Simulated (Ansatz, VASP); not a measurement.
One calculation of AlB2Ru2, two programs

```
CELL_PARAMETERS angstrom
3.24336 0.00000 0.00000
-1.62168 2.80883 0.00000
0.00000 0.00000 6.98354
ATOMIC_POSITIONS crystal
Al 0.00000 0.00000 0.03852
B 0.33333 0.66667 0.62411
B 0.66667 0.33333 0.62411
Ru 0.00000 0.00000 0.60236
Ru 0.00000 0.00000 0.37845
```

Alike in both runs: task single point; functional PBE; k mesh 6 × 6 × 4; occupations gaussian, width 0.1 eV; no spin polarisation.

```csv
,VASP,Ansatz
version,VASP 6.6.1,Ansatz 0.2.0
potentials or method,"VASP PAW PBE potentials, release 64 (Al, B, Ru_pv)","scalar-relativistic, plane waves, PAW"
plane-wave cutoff (eV),520,420
valence electrons in the cell,37,41
```

Ansatz gave:

| Property | Result |
| --- | --- |
| gap on the k mesh at the Fermi level (eV) | none |
| rms of the force components (eV/Å) | 23.986 |

Question: Estimate VASP's values.

Answer: gap on the k mesh at the Fermi level (eV): none; rms of the force components (eV/Å): 21.446.

Atom by atom the forces differ by 2.559 eV/Å (rms over components). A gap of «none» marks a metal or a gap that the smearing closes. With one functional, cell and mesh, what is left measures potentials, basis and numerics. The two sets of potentials don't hold the same shells in valence.

Caveats: the k mesh is coarse (spacing up to 0.37 Å⁻¹), so the values aren't converged; forces of over 1 eV/Å show positions far from the minimum, so gaps and moduli don't describe the material at rest.
